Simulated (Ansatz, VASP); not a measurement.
# Al22Cd5: VASP beside Ansatz

One calculation is typed for both programs; each brings its own data sets. How far apart do they land? The structure shown is the start of the Ansatz relaxation below; VASP solves that cell, so the two are compared at the walk's first step.

Main program and level: Ansatz 0.2.0; plane waves, with VASP 6.6.1 beside it; single point at PBE.

## Step 1: Set-up

The cell holds 27 atoms: 5 Cd and 22 Al. Cell: a = 8.779 Å, b = 8.779 Å, c = 8.779 Å, α = 60.0°, β = 60.0°, γ = 60.0°. It derives from Al and Cd. As first built, before any earlier steps moved the atoms (in the runner's words): kind random alloy; site Al; solute Cd; x 0.1852; order random; lattice volume linear between typed atomic volumes.

## Step 2: Ansatz: relaxation, PBE

Ansatz runs on its default PAW (the set named soft_2) files.

The two programs are compared at the cell with which this relaxation starts, whose forces are those of its first step.

input.yaml reads:

```yaml
crystal:
  lattice:
    - [0.0, 6.2080407551, 6.2080407551]
    - [6.2080407551, 0.0, 6.2080407551]
    - [6.2080407551, 6.2080407551, 0.0]
  atoms:
    - { symbol: Cd, position: [0.0, 0.0, 0.0] }
    - { symbol: Al, position: [0.0, 0.0, 0.3333333333] }
    - { symbol: Al, position: [0.0, 0.0, 0.6666666667] }
    - { symbol: Al, position: [0.0, 0.3333333333, 0.0] }
    - { symbol: Al, position: [0.0, 0.3333333333, 0.3333333333] }
    - { symbol: Al, position: [0.0, 0.3333333333, 0.6666666667] }
    - { symbol: Al, position: [0.0, 0.6666666667, 0.0] }
    - { symbol: Al, position: [0.0, 0.6666666667, 0.3333333333] }
    - { symbol: Al, position: [0.0, 0.6666666667, 0.6666666667] }
    - { symbol: Al, position: [0.3333333333, 0.0, 0.0] }
    - { symbol: Al, position: [0.3333333333, 0.0, 0.3333333333] }
    - { symbol: Al, position: [0.3333333333, 0.0, 0.6666666667] }
    - { symbol: Al, position: [0.3333333333, 0.3333333333, 0.0] }
    - { symbol: Al, position: [0.3333333333, 0.3333333333, 0.3333333333] }
    - { symbol: Al, position: [0.3333333333, 0.3333333333, 0.6666666667] }
    - { symbol: Al, position: [0.3333333333, 0.6666666667, 0.0] }
    - { symbol: Al, position: [0.3333333333, 0.6666666667, 0.3333333333] }
    - { symbol: Al, position: [0.3333333333, 0.6666666667, 0.6666666667] }
    - { symbol: Cd, position: [0.6666666667, 0.0, 0.0] }
    - { symbol: Al, position: [0.6666666667, 0.0, 0.3333333333] }
    - { symbol: Cd, position: [0.6666666667, 0.0, 0.6666666667] }
    - { symbol: Cd, position: [0.6666666667, 0.3333333333, 0.0] }
    - { symbol: Cd, position: [0.6666666667, 0.3333333333, 0.3333333333] }
    - { symbol: Al, position: [0.6666666667, 0.3333333333, 0.6666666667] }
    - { symbol: Al, position: [0.6666666667, 0.6666666667, 0.0] }
    - { symbol: Al, position: [0.6666666667, 0.6666666667, 0.3333333333] }
    - { symbol: Al, position: [0.6666666667, 0.6666666667, 0.6666666667] }
kpoints:
  mp_grid: { grid: [4, 4, 4] }
scf:
  occupations: { method: fermi_dirac, width: 0.08 }
  n_extra_bands: 27
hamiltonian:
  xc: pbe
  pseudopotentials: { kind: paw }
output:
  forces: true
relax:
  f_tol: 0.04
  max_steps: 35
  cell: {}
```

On the command line:

```console
$ ansatz run input.yaml --threads 4 --pin off --max-ram 14336MiB --backend cpu --events-out ev --progress --plain --runs-dir out
```

Numbers of over 12 decimals in the logs are rounded to 6 here.

What it wrote:

```text
scf.n_extra_bands = 27 over 83 filled bands (N_el = 166.0): the run solves 110 bands
Engine: ansatz 0.2.0, aarch64-unknown-linux-gnu
Pseudopotentials: kind: paw
Pseudopotential: Cd, paw, valence charge 20, recommended cutoff 420 eV (normal), Cd.paw.azcp
Pseudopotential: Al, paw, valence charge 3, recommended cutoff 420 eV (normal), Al.paw.azcp
Functional definition: PBE
  parameter kappa = 0.804
  parameter beta = 0.066725
  exchange = pbe_x(kappa = kappa, mu = beta*pi^2/3)
  correlation = pbe_c(beta = beta)
Crystal: 27 atoms, lattice volume = 478.513 Å³
Basis set: ecut = 420 eV, 9377 PW (Γ), exchange–correlation on 120×120×120 points (8 copies of the dense FFT grid, shifted against one another)
Bands: 110, of which v1, the nominal top of the filled ones, is band 83 counted from 1 (82 counted from 0)
Symmetry: 1 space group operations
Space group: P1 (ITA 1), of the structure as read, at distance tolerance 7.8e-5 Å
k-points: 36 of 64 (time reversal used)
Non-local potential: Cd, projectors of the file, l = 0: 3, l = 1: 2, l = 2: 2, l = 3: 1
Non-local potential: Al, projectors of the file, l = 0: 2, l = 1: 2, l = 2: 1
PAW form: soft (Blöchl's): semilocal exchange-correlation on the pseudo side does not see the compensation charge
PAW one-centre angular grid: Cd, 590 points (default); XC on 64 Gauss nodes
PAW one-centre angular grid: Al, 110 points (default); XC on 64 Gauss nodes
Initial density: superposition of atomic densities (neutral atoms: chi_scale 0, normalization atom), corrected by the library's trained network
Initial wavefunctions: pseudopotential atomic-orbital guess
Functional: x = pbe(κ = 0.804, μ = 0.219515), c = pbe(β = 0.066725)
SCF iter   1: F=—  HF=-53094.640225 eV  |F-HF|=—  |Δ(HF+E_count)|=         —  Δρ=1.36e-3  dr2=4.25e-2  ethr=1.77e-3  ⟨swp⟩=7.3  Hψ=16918  notcnv=0  defer=157
preconditioner: auto → Kerker (q_TF=auto, 2.287 Å⁻¹)  [metal: Δε(μ)=0.007 eV  Ē_g=8.529 eV  σ=0.080 eV  W_gap=0.02  n_scr=112 (ndim 8)  ℏωp=19.1 eV  f_vac=0.000  D(μ)=12.05/eV (n_scr^D=64)]
SCF iter   2: F=—  HF=-53094.650855 eV  |F-HF|=—  |Δ(HF+E_count)|=   1.06e-2  Δρ=7.11e-4  dr2=8.47e-3  ethr=2.56e-5  ⟨swp⟩=1.8  Hψ=4733  notcnv=0  defer=193
SCF iter   3: F=—  HF=-53094.650044 eV  |F-HF|=—  |Δ(HF+E_count)|=   8.11e-4  Δρ=2.17e-4  dr2=8.37e-4  ethr=5.10e-6  ⟨swp⟩=2.0  Hψ=4154  notcnv=0  defer=193
SCF iter   4: F=—  HF=-53094.649914 eV  |F-HF|=—  |Δ(HF+E_count)|=   1.30e-4  Δρ=5.95e-5  dr2=5.35e-5  ethr=5.04e-7  ⟨swp⟩=2.0  Hψ=4513  notcnv=0  defer=193
SCF iter   5: F=—  HF=-53094.650729 eV  |F-HF|=—  |Δ(HF+E_count)|=   8.14e-4  Δρ=2.44e-5  dr2=5.46e-6  ethr=3.22e-8  ⟨swp⟩=2.0  Hψ=4608  notcnv=0  defer=193
SCF iter   6: F=—  HF=-53094.650728 eV  |F-HF|=—  |Δ(HF+E_count)|=   1.07e-6  Δρ=8.64e-6  dr2=1.58e-6  ethr=3.29e-9  ⟨swp⟩=2.0  Hψ=4937  notcnv=0  defer=193
SCF iter   7: F=—  HF=-53094.650727 eV  |F-HF|=—  |Δ(HF+E_count)|=   3.02e-7  Δρ=2.86e-6  dr2=1.83e-7  ethr=9.50e-10  ⟨swp⟩=2.0  Hψ=4324  notcnv=0  defer=193
SCF iter   8: F=-53094.650727 eV  HF=-53094.650727 eV  |F-HF|=3.20e-8  |Δ(HF+E_count)|=   2.81e-8  Δρ=1.14e-6  dr2=3.69e-8  ethr=6.02e-11  ⟨swp⟩=3.4  Hψ=9511  notcnv=0
SCF 1 converged in 8 iterations: F = -53094.650727 eV  dr2 = 3.69e-8
  greatest PAW one-centre occupation: 1.000 electrons in one spin orbital (limit 2), on the Cd atom at site 22 (counted from 0), in its partial waves of l = 0
relax step   1: F+E_penalty+E_count = -53094.65072719 eV  Δ(F+E_penalty+E_count) = +0.000e0 eV  max|allowed force component| = 6.157e-1 eV/Å  Δτ_max = 0.0000 Å  P = +0.677 GPa  Ω = 478.513 Å³  (8 SCF iters, dr2 threshold 1.00e-7 eV, accepted)
[...]
relax step   5: F+E_penalty+E_count = -53095.02923951 eV  Δ(F+E_penalty+E_count) = -6.063e-4 eV  max|allowed force component| = 5.203e-3 eV/Å  Δτ_max = 0.0084 Å  P = -0.017 GPa  Ω = 483.003 Å³  energy of the carried Pulay correction = -1.667e-3 eV  (5 SCF iters, dr2 threshold 9.43e-8 eV, accepted)
[...]
relax step   6: F+E_penalty+E_count = -53095.03112783 eV  Δ(F+E_penalty+E_count) = -1.888e-3 eV  max|allowed force component| = 5.192e-3 eV/Å  Δτ_max = 0.0000 Å  P = -0.013 GPa  Ω = 483.003 Å³  stress off target by 1.79e-2 GPa  SCF on the basis re-selected at this cell (its energy is not comparable with the rows above)  (5 SCF iters)
basis re-selected at this cell: Δ(F+E_penalty+E_count) = -1.888e-3 eV, ΔP = +0.004 GPa vs the last step (what re-selecting the basis moved, of the pressure what is left beyond the Pulay correction that the steps carried, after the strain that the cell walked since its last selection, with what the two solves' SCF thresholds leave and, on support functions, any second-order correction that the steps lacked; it is no m [...]
SCF converged after 5 iterations
Free energy (F): -53095.031128 eV
Harris-Foulkes:  -53095.031128 eV  (|F-HF|=2.91e-11)
Internal energy: -53094.808975 eV  (E = F + TS)
E sigma→0 (E₀):  -53094.920051 eV
Entropy (-TS):   -0.222153 eV (-8.228 meV/atom)
Fermi energy:    9.234397 eV
--- Per-component energies (eV) ---
  E_band       = -2201.105569
  E_kinetic    = 3010.822948
  E_local      = -25424.779445  (includes V_loc(G=0)·N_el)
  E_nonlocal   = 385.519300
  E_hartree    = 12166.857738
  E_xc         = -1756.007451
  E_vxc        = -1743.401182  (∫ρ·V_xc dr)
  E_paw        = -30685.835873  (= ΣΔE_a)
  E_vpaw       = -2762.982509  (= ΣTr[D̂ρ^β])
  E_aug_tail   = 0.000023  (compensation charges beyond the density's cutoff)
  E_ewald      = -10791.386215
  E_smearing   = -0.222153  (= −TS)
  E_closure    = -0.000000  (closes the sum)
  Σ components = -53095.031128   (vs F -53095.031128, Δ=0.00e0)
--- Forces (eV/Å), atoms counted from 1 ---
  atom   1  Cd     0.00110582     0.00196394    -0.00317024
  atom   2  Al    -0.00178938    -0.00161956    -0.00149408
  atom   3  Al     0.00020364    -0.00024480     0.00103701
  atom   4  Al     0.00259640    -0.00021427     0.00036976
  atom   5  Al     0.00181352    -0.00066262    -0.00039920
  atom   6  Al    -0.00123240    -0.00406462     0.00082425
  atom   7  Al     0.00194453    -0.00057606    -0.00133235
  atom   8  Al     0.00084029    -0.00199031     0.00287553
  atom   9  Al     0.00008396    -0.00029400    -0.00010240
  atom  10  Al    -0.00209659     0.00319537     0.00243296
  atom  11  Al     0.00086522     0.00043200    -0.00054541
  atom  12  Al    -0.00170491     0.00097950     0.00021113
  atom  13  Al    -0.00171325    -0.00110937     0.00184968
  atom  14  Al     0.00048755     0.00066951     0.00085036
  atom  15  Al    -0.00066835     0.00164571    -0.00005729
  atom  16  Al    -0.00098411     0.00111070     0.00206571
  atom  17  Al    -0.00037990    -0.00222076     0.00082438
  atom  18  Al    -0.00013494     0.00325202    -0.00328870
  atom  19  Cd    -0.00491557    -0.00378425    -0.00519180
  atom  20  Al    -0.00194600     0.00165956     0.00066172
  atom  21  Cd     0.00134572     0.00297730    -0.00150610
  atom  22  Cd     0.00305408    -0.00144401     0.00232126
  atom  23  Cd    -0.00055910    -0.00073523     0.00071040
  atom  24  Al     0.00410277     0.00035911    -0.00145055
  atom  25  Al     0.00076517     0.00006539     0.00105248
  atom  26  Al    -0.00381682    -0.00002783     0.00069142
  atom  27  Al     0.00273323     0.00067803    -0.00024096
  max |Σ_I F_I| component: 1.03e-6 eV/Å
--- Stress (GPa, compression-positive) ---
       -0.012811       0.001292       0.000173
        0.001292      -0.017277       0.001567
        0.000173       0.001567      -0.009824
  P = ⅓ Tr σ = -0.0133 GPa (-0.133 kbar)
--- Relaxed structure (5 steps of the walk, 5 accepted, 1 SCFs on fresh bases) ---
  F+E_penalty+E_count = -53095.03112783 eV   max|allowed force component| = 5.192e-3 eV/Å   (the final SCF, on the basis selected at the relaxed cell)
  cell:  # Å, volume = 483.0030 Å³
    - [-0.040348, 6.242509, 6.171330]
    - [6.250250, -0.024424, 6.155407]
    - [6.243554, 6.219889, -0.017727]
  atoms:
    - { symbol: Cd, position: [0.00405044, -0.00389191, 0.000565772] }
    - { symbol: Al, position: [0.012782, -0.00792175, 0.336263] }
    - { symbol: Al, position: [0.015494, -0.00428719, 0.655432] }
    - { symbol: Al, position: [0.00973226, 0.336678, -0.00372962] }
    - { symbol: Al, position: [0.00464509, 0.333191, 0.332965] }
    - { symbol: Al, position: [0.00442949, 0.338204, 0.655761] }
    - { symbol: Al, position: [0.00689608, 0.657207, -0.000608454] }
    - { symbol: Al, position: [9.953392996114863e-5, 0.661191, 0.338634] }
    - { symbol: Al, position: [0.007826, 0.661533, 0.664869] }
    - { symbol: Al, position: [0.326614, 0.00310983, 0.00580916] }
    - { symbol: Al, position: [0.330466, -0.000497407, 0.337520] }
    - { symbol: Al, position: [0.331265, 0.000822534, 0.661608] }
    - { symbol: Al, position: [0.323040, 0.340398, 0.0014865] }
    - { symbol: Al, position: [0.320304, 0.336558, 0.337951] }
    - { symbol: Al, position: [0.321571, 0.342570, 0.668742] }
    - { symbol: Al, position: [0.331457, 0.667010, 0.000771173] }
    - { symbol: Al, position: [0.327983, 0.669818, 0.336853] }
    - { symbol: Al, position: [0.333102, 0.667391, 0.665123] }
    - { symbol: Cd, position: [0.664475, -0.00115393, 0.000961948] }
    - { symbol: Al, position: [0.660181, -0.013351, 0.345288] }
    - { symbol: Cd, position: [0.667145, -0.00105258, 0.666380] }
    - { symbol: Cd, position: [0.664247, 0.336852, -0.00182617] }
    - { symbol: Cd, position: [0.664759, 0.334694, 0.334207] }
    - { symbol: Al, position: [0.665042, 0.347694, 0.658839] }
    - { symbol: Al, position: [0.668927, 0.665579, -0.000337235] }
    - { symbol: Al, position: [0.665514, 0.666100, 0.337520] }
    - { symbol: Al, position: [0.667954, 0.665553, 0.662953] }
```

Reading the cycles: dr2 is the Hartree energy of the density residual (eV), the measure of convergence; HF is the Harris–Foulkes estimate of the energy, which meets the free energy F at convergence.

[end of part 1 of 2]

[Lines on the potential files, build, host, timing and source positions are cut from VASP's logs without a mark.]

[Logs are printed without paths, hosts, clocks, repeated set-up lines and the standing remarks that a program may print on its own settings, such as how far it seeks lower states.]

[Hosts, paths, dates, database ids (printed as entryN), source tags and the programs' standing remarks are cut or masked in the printed files.]
